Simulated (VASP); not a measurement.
AlN:

```
Al N
1.0
     3.11000    0.00000    0.00000
    -1.55500    2.69334    0.00000
     0.00000    0.00000    4.98000
Al N
2 2
Direct
  0.66667 0.33333 0.00000
  0.33333 0.66667 0.50000
  0.66667 0.33333 0.38200
  0.33333 0.66667 0.88200
```

Base run:

| Item | Value |
| --- | --- |
| Program | VASP 6.6.1 |
| Functional | r2SCAN |
| Potentials or basis | VASP PAW PBE potentials, release 64 (Al, N) |
| Cutoff | 520 eV |
| k mesh | 8 × 8 × 5 |
| Occupations | fermi-dirac, width 0.05 eV |
| Spin | no spin polarisation |

Its results: band gap on the k mesh 4.89 eV, direct.

Q: The run is repeated on the same cell with these changes: functional from r2SCAN to TB-mBJ. What comes out?

A: Band gap on the k mesh 5.37 eV, direct.

